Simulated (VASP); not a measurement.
# NaCl: the band gap, functional by functional, part 2 of 2

How does the band gap of NaCl depend on the functional? The starting structure is a measured crystal structure from the Crystallography Open Database. Cell and atoms stay as given. Meshes and data sets differ where the inputs say so.

VASP 6.6.1.

Results so far: LDA 4.771 eV; PBE 5.178 eV; r2SCAN 6.003 eV.

The database entry behind the starting cell differs from later determinations by our own check (about 0.6 % short), so it need not match the best structure at ambient conditions.

## Step 6: Bands with HSE06

Level of this step: HSE06; plane waves and PAW (Cl, Na_pv) (VASP).

HSE06 mixes in a quarter of exact exchange at short range, at far higher cost; in semiconductors this cures much of the gap error, while metals seldom gain. This run uses a 5×5×5 mesh. Its starting orbitals come from a semilocal run on the same mesh, not shown.

The input, INCAR:

```
SYSTEM = NaCl
PREC = Accurate
ENCUT = 350
EDIFF = 1E-06
NELM = 100
ISMEAR = 0
SIGMA = 0.03
LREAL = .FALSE.
ALGO = Normal
LHFCALC = .TRUE.
AEXX = 0.25
GGA = PE
HFSCREEN = 0.2
LASPH = .TRUE.
NBANDS = 13
PRECFOCK = Fast
LORBIT = 11
LWAVE = .FALSE.
LCHARG = .FALSE.
KPAR = 4
```

The input, POSCAR:

```
NaCl
1.0
    0.0000000000      2.8017500000      2.8017500000
    2.8017500000      0.0000000000      2.8017500000
    2.8017500000      2.8017500000      0.0000000000
Cl Na
1 1
Direct
    0.5000000000      0.5000000000      0.5000000000
    0.0000000000      0.0000000000      0.0000000000
```

The input, KPOINTS:

```
Automatic mesh
0
Gamma
5 5 5
0 0 0
```

The input, KPOINTS_OPT:

```
Line mode
10
Line-mode
Reciprocal
  0.00000000   0.00000000   0.00000000 GAMMA
  0.50000000   0.00000000   0.50000000 X

  0.50000000   0.00000000   0.50000000 X
  0.50000000   0.25000000   0.75000000 W

  0.50000000   0.25000000   0.75000000 W
  0.37500000   0.37500000   0.75000000 K

  0.37500000   0.37500000   0.75000000 K
  0.00000000   0.00000000   0.00000000 GAMMA

  0.00000000   0.00000000   0.00000000 GAMMA
  0.50000000   0.50000000   0.50000000 L

  0.50000000   0.50000000   0.50000000 L
  0.62500000   0.25000000   0.62500000 U

  0.62500000   0.25000000   0.62500000 U
  0.50000000   0.25000000   0.75000000 W

  0.50000000   0.25000000   0.75000000 W
  0.50000000   0.50000000   0.50000000 L

  0.50000000   0.50000000   0.50000000 L
  0.37500000   0.37500000   0.75000000 K

  0.62500000   0.25000000   0.62500000 U
  0.50000000   0.00000000   0.50000000 X
```

Potentials, in the order of the species: Cl and Na_pv (PBE family, release 64).

Started as:

```bash
$ mpirun -np 4 vasp_std
```

Numbers of over 12 decimals in the logs are rounded to 6 here.

Log:

```text
[banner, memory and clock lines left out]
running    4 mpi-ranks, on    1 nodes
[...]
LDA part: xc-table for (Slater+PW92), standard interpolation
 found WAVECAR, reading the header
 POSCAR, INCAR and KPOINTS ok, starting setup
[...]
reading WAVECAR
 the WAVECAR file was read successfully
 initial charge from wavefunction
 entering main loop
       N       E                     dE             d eps       ncg     rms          rms(c)
DAV:   1    -0.789901384820E+01   -0.78990E+01   -0.61898E-01   305   0.870E+00    0.141E+00
DAV:   2    -0.789534539046E+01    0.36685E-02   -0.24368E-02   290   0.227E+00    0.100E+00
DAV:   3    -0.789154461220E+01    0.38008E-02   -0.58930E-03   310   0.945E-01    0.647E-01
DAV:   4    -0.789109311006E+01    0.45150E-03   -0.12620E-03   310   0.398E-01    0.417E-01
DAV:   5    -0.789101630613E+01    0.76804E-04   -0.14538E-04   316   0.136E-01    0.251E-01
DAV:   6    -0.789099018793E+01    0.26118E-04   -0.21434E-05   270   0.552E-02    0.144E-01
[...]
DAV:   9    -0.789098246408E+01   -0.62112E-07   -0.12860E-06   270   0.109E-02
   1 F= -.78909825E+01 E0= -.78909825E+01  d E =-.100800E-20
 Start KPOINTS_OPT (optional k-point list driver)
k-point batch [1-10\100]
       N       E                     dE             ncg
DAV:   1    -0.879036099929E+03   -0.28032E+04      268
DAV:   2    -0.183670749892E+04   -0.95767E+03      280
DAV:   3    -0.190414357819E+04   -0.67436E+02      335
DAV:   4    -0.190565576510E+04   -0.15122E+01      295
DAV:   5    -0.190568420250E+04   -0.28437E-01      325
DAV:   6    -0.190568509340E+04   -0.89090E-03      320
DAV:   7    -0.190568512996E+04   -0.36566E-04      315
DAV:   8    -0.190568513167E+04   -0.17032E-05      286
DAV:   9    -0.190568513178E+04   -0.11720E-06      170
[...]
k-point batch [91-100\100]
       N       E                     dE             ncg
DAV:   1    -0.936561368715E+03   -0.53274E+04      294
DAV:   2    -0.186042315929E+04   -0.92386E+03      285
DAV:   3    -0.193072843828E+04   -0.70305E+02      315
DAV:   4    -0.193234719707E+04   -0.16188E+01      330
DAV:   5    -0.193237865754E+04   -0.31460E-01      345
DAV:   6    -0.193237969301E+04   -0.10355E-02      351
DAV:   7    -0.193237972906E+04   -0.36050E-04      365
DAV:   8    -0.193237972990E+04   -0.83957E-06      295
```

The job ended after 2.2 min (4 MPI ranks of Intel Xeon Platinum 8488C (Sapphire Rapids), shared host; peak memory 1.1 GiB).

OUTCAR, selected parts (step 6):

```text
 POSITION                                       TOTAL-FORCE (eV/Angst)
 -----------------------------------------------------------------------------------
      2.80175      2.80175      2.80175        -0.000000     -0.000000      0.000000
      0.00000      0.00000      0.00000         0.000000      0.000000     -0.000000
 -----------------------------------------------------------------------------------
    total drift:                               -0.000000     -0.000000      0.000000

  FREE ENERGIE OF THE ION-ELECTRON SYSTEM (eV)
  ---------------------------------------------------
  free  energy   TOTEN  =        -7.8909824641 eV

  energy  without entropy=       -7.8909824641  energy(sigma->0) =       -7.89098246

[... 1 part as in an earlier step ...]

[... 2 further parts left out ...]
[key lines of the parts left out:]
E-fermi :  -1.4337
```

HSE06 gives a direct gap of 6.574 eV. The least gap is +1.803 eV from that of LDA, on another mesh, which alone can move a gap by some hundredths of an eV.

## Step 7: Bands with PBE0

PBE0 keeps a quarter of exact exchange at all ranges; it tends to overshoot small gaps. This run uses a 5×5×5 mesh. It starts from the orbitals of an earlier run, not shown.

INCAR, as its differences from that of step 6:

```diff
@@ -12,3 +12,2 @@
 GGA = PE
-HFSCREEN = 0.2
 LASPH = .TRUE.
@@ -16,2 +15,3 @@
 PRECFOCK = Fast
+HFRCUT = -1
 LORBIT = 11
```

POSCAR is that of step 6.

KPOINTS is that of step 6.

KPOINTS_OPT is that of step 6.

Started as:

```bash
$ mpirun -np 4 vasp_std
```

Log:

```text
[banner, memory and clock lines left out]
running    4 mpi-ranks, on    1 nodes
[...]
LDA part: xc-table for (Slater+PW92), standard interpolation
 found WAVECAR, reading the header
 POSCAR, INCAR and KPOINTS ok, starting setup
[...]
HFRCUT set to (new)   10.949136
 reading WAVECAR
 the WAVECAR file was read successfully
 initial charge from wavefunction
 entering main loop
       N       E                     dE             d eps       ncg     rms          rms(c)
DAV:   1    -0.839658673643E+01   -0.83966E+01   -0.59375E-01   305   0.865E+00    0.138E+00
DAV:   2    -0.839651729592E+01    0.69441E-04   -0.25149E-02   290   0.227E+00    0.100E+00
DAV:   3    -0.839251954938E+01    0.39977E-02   -0.55897E-03   305   0.949E-01    0.644E-01
DAV:   4    -0.839200602883E+01    0.51352E-03   -0.14770E-03   310   0.422E-01    0.416E-01
DAV:   5    -0.839194484620E+01    0.61183E-04   -0.19510E-04   305   0.151E-01    0.255E-01
DAV:   6    -0.839192238656E+01    0.22460E-04   -0.23554E-05   270   0.555E-02    0.149E-01
[...]
1 F= -.83919144E+01 E0= -.83919144E+01  d E =-.238694E-18
 Start KPOINTS_OPT (optional k-point list driver)
k-point batch [1-10\100]
       N       E                     dE             ncg
DAV:   1    -0.912083323788E+03   -0.28363E+04      268
DAV:   2    -0.189266043063E+04   -0.98058E+03      275
DAV:   3    -0.196029957117E+04   -0.67639E+02      335
DAV:   4    -0.196180847923E+04   -0.15089E+01      300
DAV:   5    -0.196183655349E+04   -0.28074E-01      325
DAV:   6    -0.196183743676E+04   -0.88328E-03      320
DAV:   7    -0.196183747320E+04   -0.36437E-04      320
DAV:   8    -0.196183747493E+04   -0.17269E-05      289
DAV:   9    -0.196183747504E+04   -0.11106E-06      170
[...]
k-point batch [91-100\100]
       N       E                     dE             ncg
DAV:   1    -0.976487988288E+03   -0.53673E+04      294
DAV:   2    -0.191778847253E+04   -0.94130E+03      280
DAV:   3    -0.198735256322E+04   -0.69564E+02      315
DAV:   4    -0.198891906272E+04   -0.15665E+01      325
DAV:   5    -0.198894929486E+04   -0.30232E-01      350
DAV:   6    -0.198895029451E+04   -0.99965E-03      356
DAV:   7    -0.198895032885E+04   -0.34343E-04      354
DAV:   8    -0.198895032997E+04   -0.11138E-05      296
DAV:   9    -0.198895033001E+04   -0.42473E-07      240
```

The job ended after 1.9 min (4 MPI ranks; peak memory 0.74 GiB; 7.4 min of CPU time).

From OUTCAR (step 7):

```text
 POSITION                                       TOTAL-FORCE (eV/Angst)
 -----------------------------------------------------------------------------------
      2.80175      2.80175      2.80175         0.000000      0.000000      0.000000
      0.00000      0.00000      0.00000         0.000000      0.000000      0.000000
 -----------------------------------------------------------------------------------
    total drift:                               -0.000000     -0.000000     -0.000000

  FREE ENERGIE OF THE ION-ELECTRON SYSTEM (eV)
  ---------------------------------------------------
  free  energy   TOTEN  =        -8.3919144314 eV

  energy  without entropy=       -8.3919144314  energy(sigma->0) =       -8.39191443

[... 2 parts as in an earlier step ...]

[... 1 further part left out ...]
[key lines of the parts left out:]
E-fermi :  -1.8337
```

PBE0 gives a direct gap of 7.276 eV. The least gap is +2.505 eV from that of LDA, on another mesh, which alone can move a gap by some hundredths of an eV.

## Step 8: Bands with r2SCAN-EpsX

Here the share of exact exchange is set to the inverse of the computed dielectric constant, since screening weakens exchange. This run uses a 5×5×5 mesh. It starts from the orbitals of an earlier run, not shown.

INCAR, as its differences from that of step 7:

```diff
@@ -10,4 +10,4 @@
 LHFCALC = .TRUE.
-AEXX = 0.25
-GGA = PE
+AEXX = 0.384
+METAGGA = R2SCAN
 LASPH = .TRUE.
```

POSCAR is that of step 7.

KPOINTS is that of step 7.

KPOINTS_OPT is that of step 7.

Started as:

```bash
$ mpirun -np 4 vasp_std
```

Log:

```text
[banner, memory and clock lines left out]
running    4 mpi-ranks, on    1 nodes
[...]
[... a notice as in an earlier step ...]

 LDA part: xc-table for (None), standard interpolation
 found WAVECAR, reading the header
 POSCAR, INCAR and KPOINTS ok, starting setup
[...]
HFRCUT set to (new)   10.949136
 reading WAVECAR
 the WAVECAR file was read successfully
 initial charge from wavefunction
 entering main loop
       N       E                     dE             d eps       ncg     rms          rms(c)
DAV:   1    -0.135459399469E+02   -0.13546E+02   -0.10670E+00   260   0.121E+01    0.180E+00
DAV:   2    -0.135589217411E+02   -0.12982E-01   -0.55697E-02   290   0.308E+00    0.135E+00
DAV:   3    -0.135527715848E+02    0.61502E-02   -0.66333E-03   310   0.128E+00    0.828E-01
DAV:   4    -0.135512381148E+02    0.15335E-02   -0.20638E-03   315   0.625E-01    0.510E-01
[...]
DAV:  12    -0.135507115691E+02    0.22659E-05   -0.12650E-07   145   0.353E-03    0.579E-03
[...]
1 F= -.13550709E+02 E0= -.13550709E+02  d E =-.164052E-28
 Start KPOINTS_OPT (optional k-point list driver)
k-point batch [1-10\100]
       N       E                     dE             ncg
DAV:   1    -0.103018710464E+04   -0.29544E+04      273
DAV:   2    -0.213044253848E+04   -0.11003E+04      270
DAV:   3    -0.220381141447E+04   -0.73369E+02      340
DAV:   4    -0.220568058458E+04   -0.18692E+01      310
DAV:   5    -0.220571553005E+04   -0.34945E-01      315
DAV:   6    -0.220571667570E+04   -0.11457E-02      328
DAV:   7    -0.220571672261E+04   -0.46912E-04      336
DAV:   8    -0.220571672463E+04   -0.20157E-05      286
DAV:   9    -0.220571672474E+04   -0.10900E-06      185
[...]
k-point batch [91-100\100]
       N       E                     dE             ncg
DAV:   1    -0.111671956618E+04   -0.55076E+04      299
DAV:   2    -0.215788913646E+04   -0.10412E+04      280
DAV:   3    -0.223252379270E+04   -0.74635E+02      320
DAV:   4    -0.223440291825E+04   -0.18791E+01      320
DAV:   5    -0.223444024947E+04   -0.37331E-01      340
DAV:   6    -0.223444152160E+04   -0.12721E-02      333
DAV:   7    -0.223444157256E+04   -0.50958E-04      315
DAV:   8    -0.223444157507E+04   -0.25140E-05      326
DAV:   9    -0.223444157516E+04   -0.91658E-07      243
```

The job ended after 2.2 min (4 MPI ranks; peak memory 0.73 GiB).

OUTCAR, selected parts (step 8):

```text
 POSITION                                       TOTAL-FORCE (eV/Angst)
 -----------------------------------------------------------------------------------
      2.80175      2.80175      2.80175        -0.000000      0.000000     -0.000000
      0.00000      0.00000      0.00000         0.000000     -0.000000      0.000000
 -----------------------------------------------------------------------------------
    total drift:                               -0.000000     -0.000000     -0.000000

  FREE ENERGIE OF THE ION-ELECTRON SYSTEM (eV)
  ---------------------------------------------------
  free  energy   TOTEN  =       -13.5507093664 eV

  energy  without entropy=      -13.5507093664  energy(sigma->0) =      -13.55070937

[... 2 parts as in an earlier step ...]

[... 1 further part left out ...]
[key lines of the parts left out:]
E-fermi :  -2.7163
```

r2SCAN-EpsX gives a direct gap of 8.698 eV. The least gap is +3.928 eV from that of LDA, on another mesh, which alone can move a gap by some hundredths of an eV.

## Step 9: Comparison

```tsv
level	ended	gap (eV)	least direct gap (eV)	mesh	core minutes
LDA	converged	4.771	4.771	6×6×6	0.48
PBE	converged	5.178	5.178	6×6×6	0.547
r2SCAN	converged	6.003	6.003	6×6×6	1.11
TB-mBJ	not converged	-	-	6×6×6	2.33
HSE06	converged	6.574	6.574	5×5×5	9.0
PBE0	converged	7.276	7.277	5×5×5	7.67
r2SCAN-EpsX	converged	8.698	8.698	5×5×5	8.73
```

Core minutes are wall time times ranks of the run shown, on a shared host.

## Step 10: What came out

| Property | Result |
| --- | --- |
| gap, LDA | 4.771 eV |
| gap, PBE | 5.178 eV |
| gap, r2SCAN | 6.003 eV |
| gap, HSE06 | 6.574 eV |
| gap, PBE0 | 7.276 eV |
| gap, r2SCAN-EpsX | 8.698 eV |

**Reading.** Without spin-orbit coupling the gap of NaCl runs from 4.771 eV (LDA) to 8.698 eV (r2SCAN-EpsX). HSE06 gives +1.40 eV from PBE, on another mesh, which alone can move a gap by some hundredths of an eV. These are gaps between Kohn-Sham or generalised Kohn-Sham levels of a static lattice, without excitons or temperature. No result to use came from TB-mBJ. Further runs on this material are not shown.

[Lines on the potential files, build, host, timing and source positions are cut from VASP's logs without a mark.]

[Logs are printed without paths, hosts, clocks, repeated set-up lines and the standing remarks that a program may print on its own settings, such as how far it seeks lower states.]

[Hosts, paths, dates, database ids (printed as entryN), source tags and the programs' standing remarks are cut or masked in the printed files.]
